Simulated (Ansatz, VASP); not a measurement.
## One calculation of Si3B, two programs

```
CELL_PARAMETERS angstrom
3.77612 0.00000 0.00000
0.00000 3.77612 0.00000
0.00000 0.00000 3.98499
ATOMIC_POSITIONS crystal
Si 0.00000 0.00000 0.50000
Si 0.00000 0.50000 0.00000
Si 0.50000 0.00000 0.00000
B 0.50000 0.50000 0.50000
```

Alike in both runs: task single point; functional PBE; k mesh 4 × 4 × 4; occupations gaussian, width 0.1 eV; no spin polarisation.

|  | VASP | Ansatz |
| --- | --- | --- |
| version | VASP 6.6.1 | Ansatz 0.2.0 |
| potentials or method | VASP PAW PBE potentials, release 64 (Si, B) | scalar-relativistic, plane waves, PAW |
| plane-wave cutoff (eV) | 520 | 420 |
| valence electrons in the cell | 15 | 15 |

|  | VASP | Ansatz | Ansatz less VASP |
| --- | --- | --- | --- |
| gap on the k mesh at the Fermi level (eV) | none | none | - |
| pressure (GPa) | -11.4 | -11.4 | +0.02 |
| largest component of the traceless stress (GPa) | 3.27 | 3.29 | +0.012 |

A gap of «none» marks a metal or a gap that the smearing closes. The functional is the same, so the differences come from potentials, cutoffs and numerics.

Caveats: the k mesh is coarse (spacing up to 0.42 Å⁻¹), so the values aren't converged.
